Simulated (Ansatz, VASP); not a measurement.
# Ta4F: VASP beside Ansatz

Aim: how closely do two programs agree when they are given the same cell, functional and k mesh? Of the first pair: The structure shown is the start of the Ansatz relaxation below; VASP solves that cell, so the two are compared at the walk's first step.

Program: Ansatz 0.2.0. Level of theory: plane waves, with VASP 6.6.1 beside it; PBE. Results are calculated unless marked as measured.

**1. The structure**

The cell holds 5 atoms: 4 Ta and 1 F. Cell: a = 3.320 Å, b = 2.875 Å, c = 23.271 Å, α = 90.0°, β = 90.0°, γ = 54.7°. It derives from Ta. Vacuum lies along c.

**2. Ansatz: relaxation, PBE**

Ansatz runs on its PAW soft_1 files.

The two programs are compared at the cell with which this relaxation starts, whose forces are those of its first step.

Contents of input.yaml:

```yaml
crystal:
  lattice:
    - [3.3199269426, 0.0, 0.0]
    - [1.6599634713, 2.3475393981, 0.0]
    - [0.0, 0.0, 23.2713839689]
  atoms:
    - { symbol: Ta, position: [0.5, 0.0, 0.323251] }
    - { symbol: Ta, position: [0.0, 0.0, 0.424128] }
    - { symbol: Ta, position: [0.5, 0.0, 0.525004] }
    - { symbol: Ta, position: [0.0, 0.0, 0.625881] }
    - { symbol: F, position: [0.375, 0.25, 0.676749] }
  periodic: [true, true, false]
kpoints:
  mp_grid: { grid: [12, 12, 1] }
hamiltonian:
  xc: pbe
  pseudopotentials: { kind: paw, azcp: { folder: soft_1 } }
scf:
  occupations: { method: methfessel_paxton, width: 0.15 }
output:
  forces: true
  eigenvalues: true
relax:
  adjacent_minimum: "off"
  f_tol: 0.003
  max_steps: 120
  constraints: [{ sites: [0, 1] }]
```

The run is started by

```console
ansatz run input.yaml --threads 8 --pin off --max-ram 20480MiB --backend cpu --events-out ev --progress --plain --runs-dir out
```

Numbers of over 12 decimals in the logs are rounded to 6 here.

Output:

```text
Warning: crystal.periodic: the lattice vector that does not repeat stood 0.000° off the slab's normal, 23.271 Å along it as the deck builds it. The run solves the slab on a vector along the normal, 40.253 Å long, with every atom where it was (on the deck's vector they left 15.04 Å outside them, and the widest stretch free of ions among them is 2.35 Å). A fractional position that the run reports is one of the run's ce [...]
The last accepted step is kept in <dir> (removed where the run ends without a failure and the disk answers)
crystal.periodic: the lattice vector that does not repeat stood 0.000° off the slab's normal, 23.271 Å along it as the deck builds it. The run solves the slab on a vector along the normal, 40.253 Å long, with every atom where it was (on the deck's vector they left 15.04 Å outside them, and the widest stretch free of ions among them is 2.35 Å). A fractional position that the run reports is one of the run's cell, which [...]
Engine: ansatz 0.2.0, aarch64-unknown-linux-gnu
Pseudopotentials: kind: paw
Pseudopotential: Ta, paw, valence charge 13, recommended cutoff 420 eV (normal), soft_1/Ta.paw.azcp
Pseudopotential: F, paw, valence charge 7, recommended cutoff 420 eV (normal), soft_1/F.paw.azcp
Functional definition: PBE
  parameter kappa = 0.804
  parameter beta = 0.066725
  exchange = pbe_x(kappa = kappa, mu = beta*pi^2/3)
  correlation = pbe_c(beta = beta)
Crystal: 5 atoms, lattice volume = 313.716 Å³
Basis set: ecut = 420 eV, 6125 PW (Γ), exchange–correlation on 48×40×540 points (8 copies of the dense FFT grid, shifted against one another)
Bands: 36, of which v1, the nominal top of the filled ones, is band 30 counted from 1 (29 counted from 0)
Symmetry: 2 space group operations
Space group: Cm (ITA 8), of the structure as read, at distance tolerance 6.8e-5 Å
k-points: 43 of 144 (time reversal used)
Non-local potential: Ta, projectors of the file, l = 0: 3, l = 1: 2, l = 2: 2, l = 3: 1
Non-local potential: F, projectors of the file, l = 0: 2, l = 1: 2, l = 2: 1
PAW form: soft (Blöchl's): semilocal exchange-correlation on the pseudo side does not see the compensation charge
PAW one-centre angular grid: Ta, 590 points (default); XC on 64 Gauss nodes
PAW one-centre angular grid: F, 110 points (default); XC on 64 Gauss nodes
Initial density: superposition of atomic densities (neutral atoms: chi_scale 0, normalization atom)
Initial wavefunctions: pseudopotential atomic-orbital guess
Functional: x = pbe(κ = 0.804, μ = 0.219515), c = pbe(β = 0.066725)
SCF iter   1: F=—  HF=-40543.414042 eV  |F-HF|=—  |Δ(HF+E_count)|=         —  Δρ=3.67e-2  dr2=4.21e1  ethr=3.10e-3  ⟨swp⟩=11.6  Hψ=10876  notcnv=0
[...]
SCF iter   1: F=—  HF=-40540.761140 eV  |F-HF|=—  |Δ(HF+E_count)|=         —  Δρ=5.23e-4  dr2=1.12e-3  ethr=1.14e-5  ⟨swp⟩=2.8  Hψ=3017  notcnv=0  defer=4
preconditioner: auto → LDOS  [metal: Δε(μ)=0.002 eV  Ē_g=5.373 eV  σ=0.150 eV  W_gap=0.01  n_scr=26 (ndim 8)  ℏωp=10.5 eV  f_vac=0.702  D(μ)=5.18/eV (n_scr^D=22)  β→1.0]
SCF iter   2: F=—  HF=-40540.760979 eV  |F-HF|=—  |Δ(HF+E_count)|=   1.62e-4  S|Δr|=    0.00e0  Δρ=1.64e-4  dr2=8.37e-5  ethr=1.89e-6  ⟨swp⟩=3.4  Hψ=3489  notcnv=0  defer=4
SCF iter   3: F=—  HF=-40540.760806 eV  |F-HF|=—  |Δ(HF+E_count)|=   1.72e-4  S|Δr|=    0.00e0  Δρ=4.99e-5  dr2=8.90e-6  ethr=1.42e-7  ⟨swp⟩=3.9  Hψ=3450  notcnv=0  defer=4
iter 4 did not close the SCF: its close was put off until two iterations running show no level that it waits for move by more than its bar (scf_convergence_deferred on its scf_iter line)
SCF iter   4: F=-40540.760804 eV  HF=-40540.760804 eV  |F-HF|=1.26e-7  |Δ(HF+E_count)|=   1.87e-6  S|Δr|=    0.00e0  Δρ=1.31e-5  dr2=5.46e-7  ethr=9.86e-10  ⟨swp⟩=15.9  Hψ=11903  notcnv=0
SCF iter   5: F=-40540.760805 eV  HF=-40540.760805 eV  |F-HF|=1.57e-7  |Δ(HF+E_count)|=   2.75e-7  S|Δr|=    0.00e0  Δρ=4.62e-6  dr2=7.53e-8  ethr=9.26e-10  ⟨swp⟩=4.6  Hψ=6904  notcnv=0
SCF 5 converged in 5 iterations: F = -40540.760805 eV  dr2 = 7.53e-8
relax step   5: F+E_penalty+E_count = -40540.76080476 eV  Δ(F+E_penalty+E_count) = -3.881e-4 eV  max|allowed force component| = 3.601e-3 eV/Å  Δτ_max = 0.0108 Å  (5 SCF iters, dr2 threshold 5.82e-7 eV, accepted)
[...]
relax step   6: F+E_penalty+E_count = -40540.76080481 eV  Δ(F+E_penalty+E_count) = -4.844e-8 eV  max|allowed force component| = 3.617e-3 eV/Å  Δτ_max = 0.0000 Å  (3 SCF iters, accepted)
[...]
relax step   7: F+E_penalty+E_count = -40540.76068765 eV  Δ(F+E_penalty+E_count) = +1.172e-4 eV  max|allowed force component| = 1.082e-2 eV/Å  Δτ_max = 0.0332 Å  (6 SCF iters, rejected (line search))
[...]
relax step   8: F+E_penalty+E_count = -40540.76085911 eV  Δ(F+E_penalty+E_count) = -5.430e-5 eV  max|allowed force component| = 1.939e-3 eV/Å  Δτ_max = 0.0138 Å  (6 SCF iters, accepted)
SCF converged after 6 iterations
Stability not checked: this state was not tested for a lower state beside it, because cold or Methfessel-Paxton smearing, or corrected tetrahedra, fill the levels in a way that the test cannot read (fill_not_monotonic; see scf.lower_state_search)
Free energy (F): -40540.760859 eV
Harris-Foulkes:  -40540.760859 eV  (|F-HF|=1.47e-8)
Internal energy: -40540.756898 eV  (E = F + TS)
E sigma→0 (E₀):  -40540.759869 eV
Entropy (-TS):   -0.003961 eV (-0.792 meV/atom)
Fermi energy:    -4.714337 eV
Step filling:    the computed levels leave a gap of 0.0041 eV = 0.0 smearing widths at the electron count; against every level under it full and every level over it empty, smearing changes F+E_penalty+E_count by -1.632 meV and its σ→0 estimate by -0.642 meV
--- Per-component energies (eV) ---
  E_band       = -1765.274386
  E_kinetic    = 1765.809282
  E_local      = -272429.963941  (includes V_loc(G=0)·N_el)
  E_nonlocal   = 42.840851
  E_hartree    = 135184.774722
  E_xc         = -1358.935217
  E_vxc        = -1029.233537  (∫ρ·V_xc dr)
  E_paw        = -33422.878473  (= ΣΔE_a)
  E_vpaw       = -484.273143  (= ΣTr[D̂ρ^β])
  E_aug_tail   = 0.001078  (compensation charges beyond the density's cutoff)
  E_ewald      = 129677.594801
  E_smearing   = -0.003961  (= −TS)
  E_closure    = 0.000000  (closes the sum)
  Σ components = -40540.760859   (vs F -40540.760859, Δ=0.00e0)
--- Forces (eV/Å), atoms counted from 1 ---
  atom   1  Ta    -0.00000000    -0.01635618     0.39628736
  atom   2  Ta     0.00000000     0.01670616    -0.39665975
  atom   3  Ta    -0.00000000     0.00098392     0.00017153
  atom   4  Ta     0.00000000    -0.00120458     0.00193898
  atom   5  F     -0.00000000    -0.00017135    -0.00173062
  max |Σ_I F_I| component: 4.20e-5 eV/Å
--- Band table (eV; the first three rows and the last of 43) ---
  k-point 0: bands = [... 26 lower, -5.0939, -5.0639, -4.6829, -4.2851, -4.1271, -3.9644, -3.6885, -2.4988, ... 2 higher]
  k-point 1: bands = [... 26 lower, -5.0657, -4.8422, -4.6319, -4.3646, -4.1491, -4.0174, -3.7982, -2.7549, ... 2 higher]
  k-point 2: bands = [... 26 lower, -5.1176, -4.7909, -4.4977, -4.4566, -4.2911, -3.8297, -3.7337, -3.2891, ... 2 higher]
  k-point 42: bands = [... 26 lower, -5.9123, -5.5454, -5.4807, -4.7177, -4.4126, -3.9957, -2.7787, -2.1138, ... 2 higher]
--- Relaxed structure (8 steps of the walk, 7 accepted, 0 SCFs on fresh bases) ---
  F+E_penalty+E_count = -40540.76085911 eV   max|allowed force component| = 1.939e-3 eV/Å
  cell:  # Å, volume = 313.7164 Å³
    - [3.3199269426, 0.0, 0.0]
    - [1.6599634713, 2.3475393981, 0.0]
    - [0.0, 0.0, 40.252775]
  atoms:
    - { symbol: Ta, position: [0.5, 0.0, 0.186881] }
    - { symbol: Ta, position: [0.0, 0.0, 0.245202] }
    - { symbol: Ta, position: [0.496900, 0.0062008, 0.302765] }
    - { symbol: Ta, position: [0.00523289, -0.010466, 0.359926] }
    - { symbol: F, position: [0.353905, 0.292190, 0.395469] }
```

**3. VASP: single point, PBE, start cell, pair 1**

The same cell, functional, mesh and smearing now go to VASP, with its own data sets.

Lines of VASP's logs that name or quote its potential files are left out, and so is its time.

Contents of INCAR:

```
SYSTEM = Ta4F
PREC = Accurate
ENCUT = 520
EDIFF = 1E-06
NELM = 120
ISMEAR = 1
SIGMA = 0.15
LREAL = .FALSE.
ALGO = Normal
GGA = PE
NBANDS = 31
LASPH = .TRUE.
LORBIT = 11
LWAVE = .FALSE.
LCHARG = .FALSE.
ISIF = 2
LDIPOL = .TRUE.
IDIPOL = 3
DIPOL = 0.5 0.5 0.519
LVHAR = .TRUE.
GGA_COMPAT = .FALSE.
NELMDL = -8
KPAR = 2
```

Contents of POSCAR:

```
Ta4F
1.0
    3.3199269426      0.0000000000      0.0000000000
    1.6599634713      2.3475393981      0.0000000000
    0.0000000000      0.0000000000     23.2713839689
Ta F
4 1
Direct
    0.4999998580      0.0000000000      0.3232509940
    0.9999998580      0.0000000000      0.4241280198
    0.4999998580      0.0000000000      0.5250040142
    0.9999998580      0.0000000000      0.6258809970
    0.3749998260      0.2500000641      0.6767490073
```

Contents of KPOINTS:

```
Automatic mesh
0
Gamma
12 12 1
0 0 0
```

PAW data sets: Ta_pv and F (PBE family, release 64).

The run is started by

```console
mpirun -np 2 vasp_std
```

Output:

```text
[banner, memory and clock lines left out]
running    2 mpi-ranks, on    1 nodes
 distrk:  each k-point on    1 cores,    2 groups
 distr:  one band on    1 cores,    1 groups

 POSCAR found type information on POSCAR TaF
 POSCAR found :  2 types and       5 ions
 LDA part: xc-table for (Slater+PW92), standard interpolation
 POSCAR, INCAR and KPOINTS ok, starting setup
 FFT: planning ... GRIDC
 FFT: planning ... GRID_SOFT
 FFT: planning ... GRID
 WAVECAR not read
 entering main loop
       N       E                     dE             d eps       ncg     rms          rms(c)
DAV:   1     0.453592678633E+03    0.45359E+03   -0.28993E+04  3258   0.148E+03
DAV:   2    -0.294771045702E+02   -0.48307E+03   -0.47356E+03  3158   0.407E+02
DAV:   3    -0.543353015469E+02   -0.24858E+02   -0.24129E+02  3299   0.832E+01
DAV:   4    -0.552445389458E+02   -0.90924E+00   -0.89891E+00  3588   0.148E+01
DAV:   5    -0.552655201144E+02   -0.20981E-01   -0.20942E-01  3395   0.218E+00
DAV:   6    -0.552664442730E+02   -0.92416E-03   -0.92378E-03  3652   0.410E-01
DAV:   7    -0.552664724831E+02   -0.28210E-04   -0.28207E-04  3434   0.704E-02
DAV:   8    -0.552664737013E+02   -0.12182E-05   -0.12180E-05  3316   0.134E-02    0.279E+01
DAV:   9    -0.580756833495E+02   -0.28092E+01   -0.62542E+01  3599   0.442E+01    0.154E+01
DAV:  10    -0.945497718017E+02   -0.36474E+02   -0.50579E+02  3797   0.516E+01    0.224E+01
DAV:  11    -0.596869484174E+02    0.34863E+02   -0.41810E+02  3957   0.438E+01    0.159E+01
DAV:  12    -0.515862548277E+02    0.81007E+01   -0.74901E+01  3710   0.272E+01    0.656E+00
DAV:  13    -0.509998041569E+02    0.58645E+00   -0.97643E+00  3548   0.146E+01    0.274E+00
DAV:  14    -0.509819662105E+02    0.17838E-01   -0.82708E-01  3491   0.448E+00    0.182E+00
[...]
DAV:  24    -0.508938908681E+02   -0.30934E-04   -0.32393E-05  3216   0.305E-02    0.130E-02
DAV:  25    -0.508939083980E+02   -0.17530E-04   -0.12695E-05  2864   0.158E-02    0.874E-03
DAV:  26    -0.508939293533E+02   -0.20955E-04   -0.41030E-06  2645   0.113E-02    0.787E-03
DAV:  27    -0.508939747351E+02   -0.45382E-04   -0.78767E-06  2793   0.101E-02    0.471E-03
DAV:  28    -0.508939976865E+02   -0.22951E-04   -0.77990E-06  2538   0.112E-02    0.203E-03
DAV:  29    -0.508940060930E+02   -0.84065E-05   -0.16766E-06  2299   0.612E-03    0.970E-04
DAV:  30    -0.508940100596E+02   -0.39666E-05   -0.73470E-07  2211   0.295E-03    0.451E-04
DAV:  31    -0.508940103236E+02   -0.26401E-06   -0.11531E-07  2012   0.151E-03
   1 F= -.50894010E+02 E0= -.50892391E+02  d E =-.485901E-02
```

(Continued in part 2 of 2.)

[Lines on the potential files, build, host, timing and source positions are cut from VASP's logs without a mark.]

[Logs are printed without paths, hosts, clocks, repeated set-up lines and the standing remarks that a program may print on its own settings, such as how far it seeks lower states.]

[Hosts, paths, dates, database ids (printed as entryN), source tags and the programs' standing remarks are cut or masked in the printed files.]
